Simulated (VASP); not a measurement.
OSZICAR of a VASP run on SbSi62:

**OSZICAR**
```
       N       E                     dE             d eps       ncg     rms          rms(c)
DAV:   1    -0.325023314843E+03   -0.32502E+03   -0.15037E-05   784   0.937E-03    0.392E-03
RMM:   2    -0.325023314225E+03    0.61844E-06   -0.34117E-06   516   0.363E-03    0.155E-03
RMM:   3    -0.325023314120E+03    0.10439E-06   -0.21159E-06   503   0.204E-03    0.102E-03
RMM:   4    -0.325023314161E+03   -0.41025E-07   -0.33672E-07   385   0.110E-03
   1 F= -.32502331E+03 E0= -.32502258E+03  d E =-.146000E-02  mag=     2.0000
```

Problem. Which electronic solver shows in the log?

Solution. It is blocked Davidson (ALGO = Normal, or the opening steps of other solvers) and then RMM-DIIS (ALGO = Fast or VeryFast). The INCAR had ALGO = Fast.

Problem. How was spin treated?

Solution. Collinear spin (ISPIN = 2): the summary line carries one mag value, 2.00 μB in the cell.

Problem. Can the final energy be trusted as converged?

Solution. The calculation finished and met its thresholds. It stopped with EDIFF = 1E-6, NELM = 100 (PBE GGA, plane waves, VASP's PBE PAW potentials (set 64)). The cell is charged, with a uniform compensating background.  The supercell is sampled at Γ alone, which is coarse: total energies, pressure and levels can be off, energies of defects by several tenths of an eV.

The cell is a supercell with a defect, built from Si (diamond): Sb_Si-vac_Si, charge -1. The total moment is imposed (NUPDOWN), so this need not be the lowest spin state.
